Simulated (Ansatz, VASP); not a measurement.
# MgRe3 in VASP and in Ansatz

```
Re Mg
1.0
     0.00000    3.09362    3.09362
     3.09362    0.00000    3.09362
     3.09362    3.09362    0.00000
Re Mg
3 1
Direct
  0.75000 0.75000 0.75000
  0.50000 0.50000 0.50000
  0.25000 0.25000 0.25000
  0.00000 0.00000 0.00000
```

Change from the starting cell: volume scaled by 0.98.

Alike in both runs: task single point; functional PBE; k mesh 7 × 7 × 7; occupations fermi-dirac, width 0.05 eV; no spin polarisation.

|  | VASP | Ansatz |
| --- | --- | --- |
| version | VASP 6.6.1 | Ansatz 0.2.0 |
| potentials or method | VASP PAW PBE potentials, release 64 (Re, Mg) | Ansatz PAW |
| plane-wave cutoff (eV) | 520 | 420 |
| valence electrons in the cell | 23 | 55 |

Ansatz gave:

| Quantity | Value |
| --- | --- |
| gap on the k mesh at the Fermi level (eV) | none |
| pressure (GPa) | 5.2 |

**Question.** Estimate VASP's values.

**Answer.** gap on the k mesh at the Fermi level (eV): none; pressure (GPa): 4.6.

A gap of «none» marks a metal or a gap that the smearing closes. The two sets of potentials don't hold the same shells in valence.

The runs have no spin-orbit coupling, so splittings on Re are missing.
